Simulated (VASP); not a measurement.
OSZICAR of a VASP run on KZnF3 (cubic perovskite):

OSZICAR:
```
       N       E                     dE             d eps       ncg     rms          rms(c)
DAV:   1     0.505711258369E+03    0.50571E+03   -0.24010E+04  1000   0.230E+03
DAV:   2     0.309601362355E+02   -0.47475E+03   -0.46293E+03  1315   0.579E+02
DAV:   3    -0.164548318169E+02   -0.47415E+02   -0.47182E+02  1140   0.187E+02
DAV:   4    -0.186090328995E+02   -0.21542E+01   -0.21473E+01  1766   0.458E+01
DAV:   5    -0.186328094691E+02   -0.23777E-01   -0.23759E-01  1248   0.354E+00    0.981E+01
DAV:   6    -0.429076015803E+02   -0.24275E+02   -0.27205E+02  1022   0.210E+02    0.381E+01
DAV:   7    -0.427967382375E+02    0.11086E+00   -0.35858E+00  1427   0.318E+01    0.254E+01
DAV:   8    -0.427880378018E+02    0.87004E-02   -0.47033E+00  1349   0.207E+01    0.138E+01
DAV:   9    -0.426284034120E+02    0.15963E+00   -0.21045E+00  1515   0.202E+01    0.124E+01
DAV:  10    -0.426225110787E+02    0.58923E-02   -0.55409E-01  1289   0.137E+01    0.239E+00
DAV:  11    -0.426865008377E+02   -0.63990E-01   -0.39892E-01  1265   0.738E+00    0.372E-01
DAV:  12    -0.426938101530E+02   -0.73093E-02   -0.25916E-02  1284   0.171E+00    0.201E-01
DAV:  13    -0.426895503847E+02    0.42598E-02   -0.86746E-03  1425   0.106E+00    0.169E-01
DAV:  14    -0.426964460509E+02   -0.68957E-02   -0.22117E-03  1110   0.618E-01    0.488E-02
DAV:  15    -0.426965483613E+02   -0.10231E-03   -0.28962E-04  1228   0.274E-01    0.470E-02
DAV:  16    -0.426966557725E+02   -0.10741E-03   -0.14000E-04  1540   0.169E-01    0.102E-02
DAV:  17    -0.426966756590E+02   -0.19887E-04   -0.44245E-05  1087   0.674E-02    0.576E-03
DAV:  18    -0.426966907053E+02   -0.15046E-04   -0.11987E-05  1073   0.378E-02    0.294E-03
DAV:  19    -0.426966930963E+02   -0.23910E-05   -0.93771E-07  1604   0.154E-02    0.141E-03
DAV:  20    -0.426966922739E+02    0.82249E-06   -0.23993E-07  1174   0.496E-03    0.274E-03
DAV:  21    -0.426966927290E+02   -0.45515E-06   -0.35005E-07   991   0.109E-02    0.819E-04
DAV:  22    -0.426966929321E+02   -0.20310E-06   -0.95090E-08   683   0.457E-03    0.235E-04
DAV:  23    -0.426966930100E+02   -0.77924E-07   -0.21380E-08   560   0.146E-03
   1 F= -.42696693E+02 E0= -.42696693E+02  d E =0.000000E+00
       N       E                     dE             ncg
       N       E                     dE             ncg
       N       E                     dE             ncg
```

Question: Which electronic solver shows in the log?

Answer: It is blocked Davidson (ALGO = Normal, or the opening steps of other solvers). The INCAR had ALGO = Normal.

Question: Can the final energy be trusted as converged?

Answer: The run converged. It stopped with EDIFF = 1E-7, NELM = 100 (TPSS meta-GGA, plane waves, VASP's PBE PAW potentials (set 64)).

The compound is KZnF3 in the cubic perovskite structure. It was relaxed first.
